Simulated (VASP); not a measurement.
# TiTe2: structure and properties in VASP, part 2 of 6

What structure does TiTe2 take at this level, and what are its properties? The start is a cell from a database of measured crystal structures.

VASP 6.6.1; MS2, no spin polarisation; plane waves and PAW (Te, Ti_sv).

Still holding for the runs below: This run has no spin polarisation, although Ti can carry a moment. The k-mesh is coarse for a metal. The bonds form layers, held to each other by dispersion, which MS2 lacks, so the spacing between them is unreliable.

So far. Step 2 (Relaxing cell and atoms (MS2)): It ends with a largest force of 0.006 eV/Å and a pressure of 0.00 GPa. The volume lies -2.0 % from that of the database's start, which holds the thermal and zero-point expansion of its experiment.

## (3) Second relaxation

A relaxation keeps the plane waves of the cell it began with, so it is repeated from the new cell, on a basis made for it.

INCAR

```
SYSTEM = TiTe2
PREC = Accurate
ENCUT = 400
EDIFF = 1E-06
NELM = 100
ISMEAR = 0
SIGMA = 0.05
LREAL = .FALSE.
ALGO = Normal
METAGGA = MS2
LASPH = .TRUE.
LORBIT = 11
LWAVE = .FALSE.
LCHARG = .FALSE.
IBRION = 2
NSW = 60
ISIF = 3
EDIFFG = -0.01
```

POSCAR

```
TiTe2
1.0
    3.7506822852      0.0000000000      0.0000000000
   -1.8753411426      3.2481861405      0.0000000000
    0.0000000000      0.0000000000      6.4546558576
Te Ti
2 1
Direct
    0.3333333333      0.6666666667      0.7366621683
    0.6666666667      0.3333333333      0.2633378317
    0.0000000000      0.0000000000      0.0000000000
```

KPOINTS

```
Automatic mesh
0
Gamma
7 7 4
0 0 0
```

The projector-augmented-wave data sets are Te and Ti_sv (PBE family, release 64).

The run is started by

```bash
$ mpirun -np 1 vasp_std
```

Log:

```text
[banner, memory and clock lines left out]
running    1 mpi-ranks, on    1 nodes
 distrk:  each k-point on    1 cores,    1 groups
 distr:  one band on    1 cores,    1 groups

 POSCAR found type information on POSCAR TeTi
 POSCAR found :  2 types and       3 ions
 [... a notice as in an earlier step ...]

 LDA part: xc-table for (None), standard interpolation
 POSCAR, INCAR and KPOINTS ok, starting setup
 FFT: planning ... GRIDC
 FFT: planning ... GRID_SOFT
 FFT: planning ... GRID
 WAVECAR not read
 entering main loop
       N       E                     dE             d eps       ncg     rms          rms(c)
DAV:   1     0.132326175712E+03    0.13233E+03   -0.90538E+03   904   0.109E+03
DAV:   2    -0.176279285162E+02   -0.14995E+03   -0.14833E+03  1040   0.296E+02
DAV:   3    -0.291551880457E+02   -0.11527E+02   -0.11093E+02  1464   0.777E+01
DAV:   4    -0.294037552297E+02   -0.24857E+00   -0.24817E+00  1096   0.119E+01
DAV:   5    -0.294118171719E+02   -0.80619E-02   -0.80611E-02  1424   0.194E+00    0.161E+01
DAV:   6    -0.139635481314E+02    0.15448E+02   -0.54590E+01  1256   0.573E+01    0.109E+01
DAV:   7    -0.132226437745E+02    0.74090E+00   -0.35634E+01  1160   0.302E+01    0.657E+00
DAV:   8    -0.127425125230E+02    0.48013E+00   -0.67749E+00  1216   0.161E+01    0.439E+00
DAV:   9    -0.126046150468E+02    0.13790E+00   -0.21771E+00  1056   0.164E+01    0.776E-01
DAV:  10    -0.125577243424E+02    0.46891E-01   -0.35431E-01  1000   0.668E+00    0.896E-01
DAV:  11    -0.125577518850E+02   -0.27543E-04   -0.41793E-02  1088   0.234E+00    0.480E-01
DAV:  12    -0.125607138376E+02   -0.29620E-02   -0.39531E-03  1272   0.620E-01    0.463E-01
DAV:  13    -0.125666783731E+02   -0.59645E-02   -0.14434E-02  1472   0.800E-01    0.241E-01
DAV:  14    -0.125666520645E+02    0.26309E-04   -0.44528E-03  1240   0.612E-01    0.159E-01
DAV:  15    -0.125665746208E+02    0.77444E-04   -0.16080E-03  1112   0.409E-01    0.185E-01
DAV:  16    -0.125672054506E+02   -0.63083E-03   -0.31399E-04  1296   0.123E-01    0.135E-01
DAV:  17    -0.125674649702E+02   -0.25952E-03   -0.65102E-05  1448   0.550E-02    0.127E-01
DAV:  18    -0.125681701460E+02   -0.70518E-03   -0.10269E-03  1432   0.220E-01    0.852E-02
DAV:  19    -0.125682350019E+02   -0.64856E-04   -0.24016E-04  1256   0.133E-01    0.531E-02
DAV:  20    -0.125683792796E+02   -0.14428E-03   -0.36198E-04  1168   0.158E-01    0.545E-02
DAV:  21    -0.125684446207E+02   -0.65341E-04   -0.50905E-05   952   0.808E-02    0.383E-02
DAV:  22    -0.125686003451E+02   -0.15572E-03   -0.25902E-04  1512   0.121E-01    0.303E-02
DAV:  23    -0.125686537564E+02   -0.53411E-04   -0.19934E-05  1016   0.458E-02    0.105E-02
DAV:  24    -0.125686870033E+02   -0.33247E-04   -0.32057E-05  1360   0.459E-02    0.817E-03
DAV:  25    -0.125686925555E+02   -0.55521E-05   -0.69295E-06  1016   0.282E-02    0.303E-03
DAV:  26    -0.125687008177E+02   -0.82622E-05   -0.61484E-06  1088   0.217E-02    0.326E-03
DAV:  27    -0.125687068601E+02   -0.60425E-05   -0.61314E-07   512   0.841E-03    0.753E-04
DAV:  28    -0.125687094511E+02   -0.25910E-05   -0.29000E-07   464   0.560E-03    0.624E-04
DAV:  29    -0.125687099464E+02   -0.49533E-06   -0.12700E-07   496   0.319E-03
   1 F= -.12568710E+02 E0= -.12567942E+02  d E =-.125687E+02
 curvature:   0.00 expect dE= 0.000E+00 dE for cont linesearch  0.000E+00
 trial: gam= 0.00000 g(F)=  0.104E-05 g(S)=  0.550E-04 ort = 0.000E+00 (trialstep = 0.100E+01)
 search vector abs. value=  0.561E-04
 bond charge predicted
       N       E                     dE             d eps       ncg     rms          rms(c)
DAV:   1    -0.125689677613E+02   -0.25831E-03   -0.74327E-03   904   0.118E+00    0.120E-01
DAV:   2    -0.125688087284E+02    0.15903E-03   -0.21181E-03   984   0.498E-01    0.517E-02
DAV:   3    -0.125687504211E+02    0.58307E-04   -0.82145E-04  1272   0.157E-01    0.472E-02
DAV:   4    -0.125687479872E+02    0.24339E-05   -0.19859E-04  1240   0.730E-02    0.146E-02
DAV:   5    -0.125687356082E+02    0.12379E-04   -0.48215E-05  1064   0.726E-02    0.963E-03
DAV:   6    -0.125687371789E+02   -0.15707E-05   -0.15329E-05  1024   0.421E-02    0.360E-03
DAV:   7    -0.125687354578E+02    0.17211E-05   -0.23579E-06   920   0.199E-02    0.298E-03
DAV:   8    -0.125687356395E+02   -0.18173E-06   -0.91143E-08   464   0.332E-03
   2 F= -.12568736E+02 E0= -.12567966E+02  d E =-.256931E-04
[...]
3 F= -.12568733E+02 E0= -.12567963E+02  d E =-.227137E-04
[...]
4 F= -.12568725E+02 E0= -.12567956E+02  d E =-.153707E-04
[...]
5 F= -.12568726E+02 E0= -.12567957E+02  d E =-.164225E-04
 curvature:  -0.38 expect dE=-0.116E-04 dE for cont linesearch -0.150E-06
 trial: gam= 0.62522 g(F)=  0.176E-05 g(S)=  0.286E-04 ort =-0.469E-05 (trialstep = 0.107E+01)
 search vector abs. value=  0.464E-04
 bond charge predicted
       N       E                     dE             d eps       ncg     rms          rms(c)
DAV:   1    -0.125688736104E+02   -0.14747E-03   -0.52380E-03   896   0.921E-01    0.847E-02
DAV:   2    -0.125688497752E+02    0.23835E-04   -0.21741E-03  1120   0.364E-01    0.682E-02
DAV:   3    -0.125687709855E+02    0.78790E-04   -0.97568E-04  1096   0.146E-01    0.368E-02
DAV:   4    -0.125687403477E+02    0.30638E-04   -0.24451E-04  1352   0.980E-02    0.210E-02
DAV:   5    -0.125687404219E+02   -0.74232E-07   -0.80308E-05  1120   0.889E-02    0.684E-03
DAV:   6    -0.125687390148E+02    0.14072E-05   -0.25319E-05  1136   0.527E-02    0.691E-03
DAV:   7    -0.125687435832E+02   -0.45685E-05   -0.30607E-06   896   0.217E-02    0.495E-03
DAV:   8    -0.125687474460E+02   -0.38628E-05   -0.11224E-06   520   0.113E-02    0.346E-03
DAV:   9    -0.125687513265E+02   -0.38804E-05   -0.10097E-06   536   0.774E-03    0.153E-03
DAV:  10    -0.125687513481E+02   -0.21661E-07   -0.20671E-07   448   0.424E-03
   6 F= -.12568751E+02 E0= -.12567985E+02  d E =-.249792E-04
 trial-energy change:   -0.000025  1 .order   -0.000011   -0.000029    0.000008
 step:   0.9942(harm=  0.8404)  dis= 0.00011  next Energy=   -12.568752 (dE=-0.252E-04)
 reached required accuracy - stopping structural energy minimisation
```

It took 5 min on 1 MPI rank of Intel Xeon Platinum 8488C (Sapphire Rapids), shared host; peak memory 0.18 GiB.

OUTCAR, selected parts (step 3):

```text
  LATTYP: Found a hexagonal cell.
 ALAT       =     3.7506822852
 C/A-ratio  =     1.7209284516

The static configuration has the point symmetry D_3d.

 Found     28 irreducible k-points:

   dimension x,y,z NGX =    24 NGY =   24 NGZ =   42
   dimension x,y,z NGXF=    48 NGYF=   48 NGZF=   84

   ENCUT  =  400.0 eV  29.40 Ry    5.42 a.u.   6.12  6.12 10.53*2*pi/ulx,y,z

   NELECT =      24.0000    total number of electrons

 E-fermi :   7.0972

 k-point     1 :       0.0000    0.0000    0.0000
  band No.  band energies     occupation
    ...
      5      -5.6028      2.00000
      6      -3.9624      2.00000
      7       1.5372      2.00000
      8       5.2217      2.00000
      9       5.2217      2.00000
     10       7.5347      0.00000
     11       7.5348      0.00000
     12       7.5593      0.00000
     13       7.6052      0.00000
     14       8.1130      0.00000
    ...

 k-point     2 :       0.1429    0.0000    0.0000
  band No.  band energies     occupation
    ...
      7       1.8194      2.00000
      8       4.6817      2.00000
      9       5.2436      2.00000
     10       6.1050      2.00000
     11       6.8930      2.00000
     12       7.3102      0.00000
     13       7.4713      0.00000
     14       8.2321      0.00000
     15       8.4377      0.00000
     16       9.8580      0.00000

  Total       -0.0055017     -0.0055017      0.0046553      0.0000000     -0.0000000      0.0000000
  in kB       -0.1120017     -0.1120017      0.0947718      0.0000000     -0.0000000      0.0000000
  external PRESSURE =      -0.0430772 kB  Pullay stress =       0.0000000 kB

  energy-cutoff  :      400.00
  volume of cell :       78.70
      direct lattice vectors                 reciprocal lattice vectors
     3.754607029  0.000000000  0.000000000     0.266339458  0.153771158  0.000000000
    -1.877303515  3.251585068  0.000000000    -0.000000000  0.307542315  0.000000000
     0.000000000 -0.000000000  6.446434987     0.000000000 -0.000000000  0.155124499

 POSITION                                       TOTAL-FORCE (eV/Angst)
 -----------------------------------------------------------------------------------
     -0.00000      2.16772      4.74875         0.000000      0.000000     -0.006446
      1.87730      1.08386      1.69769        -0.000000     -0.000000      0.006446
      0.00000     -0.00000      0.00000         0.000000     -0.000000      0.000000
 -----------------------------------------------------------------------------------
    total drift:                               -0.000000     -0.000000     -0.000000

  FREE ENERGIE OF THE ION-ELECTRON SYSTEM (eV)
  ---------------------------------------------------
  free  energy   TOTEN  =       -12.5687513481 eV

  energy  without entropy=      -12.5672194576  energy(sigma->0) =      -12.56798540

 total charge
# of ion       s       p       d       tot
------------------------------------------
    1        1.394   2.033   0.042   3.470
    2        1.394   2.033   0.042   3.470
    3        2.169   6.138   1.823  10.130
--------------------------------------------------
tot          4.957  10.204   1.907  17.069

[... 3 parts as in an earlier step ...]

[... 7 further parts left out ...]
```

CONTCAR:

```
TiTe2
   1.00000000000000
     3.7546070291453684    0.0000000000000000    0.0000000000000000
    -1.8773035145726842    3.2515850684600149    0.0000000000000000
     0.0000000000000000   -0.0000000000000000    6.4464349873384386
  Te              Ti
     2     1
Direct
     0.3333333332999970    0.6666666667000030    0.7366472199534635
     0.6666666667000030    0.3333333332999970    0.2633527800465364
     0.0000000000000000    0.0000000000000000    0.0000000000000000
```

The steps of the relaxation:

```
step  energy less that of the first step (eV)  largest force (eV/Å)  pressure (GPa)  volume (Å³)
   1                                   0.0000                0.0033            0.04        78.64
   2                                   0.0000                0.0027           -0.03        78.71
   3                                   0.0000                0.0032           -0.03        78.72
   4                                   0.0000                0.0055           -0.05        78.75
   5                                   0.0000                0.0043           -0.04        78.74
   6                                   0.0000                0.0064            0.00        78.70
```

```
conventional cell, symmetrised  before  after  change
                         a (Å)   3.751  3.755  +0.1 %
                         b (Å)   3.751  3.755  +0.1 %
                         c (Å)   6.455  6.446  -0.1 %
              volume (Å³/atom)   26.21  26.23  +0.1 %
```

Final coordinates:

```cif
data_structure
_symmetry_space_group_name_H-M 'P 1'
_symmetry_Int_Tables_number 1
_cell_length_a 3.7546
_cell_length_b 3.7546
_cell_length_c 6.4464
_cell_angle_alpha 90.000
_cell_angle_beta 90.000
_cell_angle_gamma 120.000
_cell_volume 78.70
loop_
_atom_site_label
_atom_site_type_symbol
_atom_site_fract_x
_atom_site_fract_y
_atom_site_fract_z
_atom_site_occupancy
Te1 Te 0.33333 0.66667 0.73665 1
Te2 Te 0.66667 0.33333 0.26335 1
Ti3 Ti 0.00000 0.00000 0.00000 1
```

Numbers from this step:

| Property | Result |
| --- | --- |
| Fermi energy | 7.097 eV |
| pressure | -0.004308 GPa |
| SCF cycles over all ionic steps | 62 |

It ends with a largest force of 0.006 eV/Å and a pressure of 0.00 GPa. The volume moved by only 0.08 %, so the volume is settled.

[end of part 2 of 6]

[Lines on the potential files, build, host, timing and source positions are cut from VASP's logs without a mark.]

[Logs are printed without paths, hosts, clocks, repeated set-up lines and the standing remarks that a program may print on its own settings, such as how far it seeks lower states.]

[Hosts, paths, dates, database ids (printed as entryN), source tags and the programs' standing remarks are cut or masked in the printed files.]

[A measured line is paired with the nearest computed mode of its activity, which favours agreement.]
